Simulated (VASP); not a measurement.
Input:

```
CELL_PARAMETERS angstrom
      0.00000     3.66640     3.66640
      3.66640     0.00000     3.66640
      3.66640     3.66640     0.00000
ATOMIC_POSITIONS crystal
  K  0.25000 0.25000 0.25000
  K  0.75000 0.75000 0.75000
  S  0.00000 0.00000 0.00000
```

All values below come from PBE GGA with D3 dispersion (Becke-Johnson damping), VASP's PBE PAW potentials (set 64) (plane waves; VASP). Numerical set-up: 520 eV cut-off, Gaussian smearing of 0.050 eV, potentials K_sv S.

### Question
Give the energies of bands 10 to 15 at the high-symmetry points, in eV from the valence-band maximum.

### Answer

```
band      Γ      X      U      L      W
----  -----  -----  -----  -----  -----
10    -0.22  -0.78  -0.57  -0.63  -0.40
11    -0.22   0.00  -0.21  -0.08  -0.40
12    -0.22   0.00  -0.02  -0.08  -0.01
13     2.46   3.52   3.75   4.77   3.73
14     5.47   5.35   5.52   5.16   5.83
15     5.47   6.65   6.42   5.86   5.83
```

The gap is indirect, 2.46 eV, from the valence maximum at X to the conduction minimum at Γ.

The compound is K2S in the antifluorite structure. It was relaxed first.
